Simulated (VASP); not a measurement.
These are r2SCAN meta-GGA with spin-orbit coupling, VASP's PBE PAW potentials (set 64) (plane waves; VASP) values and carry that method's errors.

VASP input:

File KPOINTS:
```
K-points
0
Gamma
10 10 10
0 0 0
```

**KPOINTS_OPT**
```
k-points along high-symmetry lines
8
Line-mode
Reciprocal
  0.000000   0.000000   0.000000 ! GAMMA
  0.000000   0.500000   0.000000 ! X

  0.000000   0.500000   0.000000 ! X
  0.500000   0.500000   0.000000 ! M

  0.500000   0.500000   0.000000 ! M
  0.000000   0.000000   0.000000 ! GAMMA

  0.000000   0.000000   0.000000 ! GAMMA
  0.500000   0.500000   0.500000 ! R

  0.500000   0.500000   0.500000 ! R
  0.000000   0.500000   0.000000 ! X

  0.500000   0.500000   0.500000 ! R
  0.500000   0.500000   0.000000 ! M
```

**POSCAR**
```
Pb
1
    3.2059174774     0.0000000000    -0.0000000000
   -0.0000000000     3.2059174774     0.0000000000
   -0.0000000000    -0.0000000000     3.2059174774
Pb
1
Direct
  0.0000000000   0.0000000000   0.0000000000
```

### INCAR
```
LMAXMIX=4
SIGMA=0.05   # width (eV)
LASPH=T   # aspherical one-centre terms
MAGMOM=3*0
LMIXTAU=T
NELM=100
GGA_COMPAT=F
ALGO=Normal
SYSTEM=Pb
METAGGA=R2SCAN
PREC=Accurate
LSORBIT=T
ENCUT=400   # plane-wave cut-off (eV)
EDIFF=1E-6   # SCF stop (eV)
ISMEAR=0
LCHARG=F
LREAL=F   # projection in real space or not
LWAVE=F
```

POTCAR, in this order: Pb_d (PBE.64 set). Program: vasp_ncl.

The resulting files:

**OSZICAR**
```
       N       E                     dE             d eps       ncg     rms          rms(c)
DAV:   1     0.864992639966E+02    0.86499E+02   -0.60714E+03  2464   0.127E+03
DAV:   2    -0.497650179427E+02   -0.13626E+03   -0.13258E+03  2506   0.370E+02
DAV:   3    -0.598682353997E+02   -0.10103E+02   -0.10015E+02  3096   0.131E+02
DAV:   4    -0.602103378884E+02   -0.34210E+00   -0.34199E+00  2978   0.268E+01
DAV:   5    -0.602294122173E+02   -0.19074E-01   -0.19074E-01  3710   0.543E+00    0.125E+00
DAV:   6    -0.567299923988E+02    0.34994E+01   -0.15502E+00  2872   0.294E+01    0.677E-01
DAV:   7    -0.566997397627E+02    0.30253E-01   -0.13723E-01  2536   0.624E+00    0.256E-01
DAV:   8    -0.567309166371E+02   -0.31177E-01   -0.88773E-02  2476   0.250E+00    0.190E-01
DAV:   9    -0.567585380178E+02   -0.27621E-01   -0.12655E-02  2680   0.207E+00    0.128E-01
DAV:  10    -0.567611375295E+02   -0.25995E-02   -0.90733E-04  2828   0.376E-01    0.102E-01
DAV:  11    -0.567603993358E+02    0.73819E-03   -0.33981E-03  3210   0.124E+00    0.313E-02
DAV:  12    -0.567612335366E+02   -0.83420E-03   -0.21410E-04  2626   0.224E-01    0.328E-02
DAV:  13    -0.567613805123E+02   -0.14698E-03   -0.10411E-04  3118   0.218E-01    0.148E-02
DAV:  14    -0.567614631807E+02   -0.82668E-04   -0.67378E-05  2608   0.131E-01    0.371E-03
DAV:  15    -0.567614675963E+02   -0.44156E-05   -0.40702E-06  2396   0.183E-02    0.302E-03
DAV:  16    -0.567614705275E+02   -0.29312E-05   -0.33471E-06  3222   0.330E-02    0.186E-03
DAV:  17    -0.567614709650E+02   -0.43744E-06   -0.34584E-07  1722   0.105E-02
   1 F= -.56761471E+02 E0= -.56761148E+02  d E =-.646914E-03  mag=    -0.0000     0.0000    -0.0000
       N       E                     dE             ncg
```

OUTCAR:
```
------------------------ aborting loop because EDIFF is reached ----------------------------------------
  FORCE on cell =-STRESS in cart. coord.  units (eV):
  Direction    XX          YY          ZZ          XY          YZ          ZX
  --------------------------------------------------------------------------------------
  Total        0.1038920      0.1038920      0.1038920     -0.0000000      0.0000000      0.0000000
  in kB        5.0516789      5.0516789      5.0516789     -0.0000000      0.0000000      0.0000000
  external PRESSURE =       5.0516789 kB  Pullay stress =       0.0000000 kB
  volume of cell :       32.95
      direct lattice vectors                 reciprocal lattice vectors
     3.205917477  0.000000000  0.000000000     0.311923188  0.000000000  0.000000000
     0.000000000  3.205917477  0.000000000     0.000000000  0.311923188  0.000000000
     0.000000000  0.000000000  3.205917477     0.000000000  0.000000000  0.311923188
 POSITION                                       TOTAL-FORCE (eV/Angst)
 -----------------------------------------------------------------------------------
      0.00000      0.00000      0.00000         0.000000      0.000000      0.000000
 -----------------------------------------------------------------------------------
    total drift:                                0.000000     -0.000000      0.000000
  FREE ENERGIE OF THE ION-ELECTRON SYSTEM (eV)
  ---------------------------------------------------
  free  energy   TOTEN  =       -56.7614709650 eV

  energy  without entropy=      -56.7608240510  energy(sigma->0) =      -56.76114751

 Ion:    1  E_soc:     -1.2255762
```
(Selected blocks of OUTCAR.)

**OUTCAR**
```
 val. band max:        5.8411436927   @ k =   0.3000   0.3000   0.2000

 cond. band min:       5.8728928565   @ k =   0.5000   0.5000   0.3000


 Fermi energy:         5.8706478080

 k-point     1 :       0.0000    0.0000    0.0000
  band No.  band energies     occupation
      1     -12.9025      1.00000
      2     -12.9025      1.00000
      3     -12.9025      1.00000
      4     -12.9025      1.00000
      5     -10.4175      1.00000
      6     -10.4175      1.00000
      7     -10.4175      1.00000
      8     -10.4175      1.00000
      9     -10.0123      1.00000
     10     -10.0123      1.00000
     11      -5.7640      1.00000
     12      -5.7640      1.00000
     13       9.7817      0.00000
     14       9.7817      0.00000
     15      11.9701      0.00000
     16      11.9701      0.00000
     17      11.9701      0.00000
     18      11.9701      0.00000
     19      14.7909      0.00000
     20      14.7909      0.00000
     21      16.0170      0.00000
     22      16.0170      0.00000

 k-point     2 :       0.1000    0.0000    0.0000
  band No.  band energies     occupation
      1     -12.9029      1.00000
      2     -12.9029      1.00000
      3     -12.8871      1.00000
      4     -12.8871      1.00000
      5     -10.4184      1.00000
      6     -10.4184      1.00000
      7     -10.4020      1.00000
      8     -10.4020      1.00000
      9     -10.0247      1.00000
     10     -10.0247      1.00000
     11      -5.6136      1.00000
     12      -5.6136      1.00000
     13       9.0738      0.00000
     14       9.0738      0.00000
     15      11.1350      0.00000
     16      11.1350      0.00000
     17      12.1541      0.00000
     18      12.1541      0.00000
     19      15.2447      0.00000
     20      15.2447      0.00000
     21      16.1030      0.00000
     22      16.1030      0.00000

 k-point     3 :       0.2000    0.0000    0.0000
  band No.  band energies     occupation
      1     -12.9040      1.00000
...
```

The structure was generated: Pb was put into the simple-cubic type (Pm-3m), which need not be its known phase. It was relaxed first.
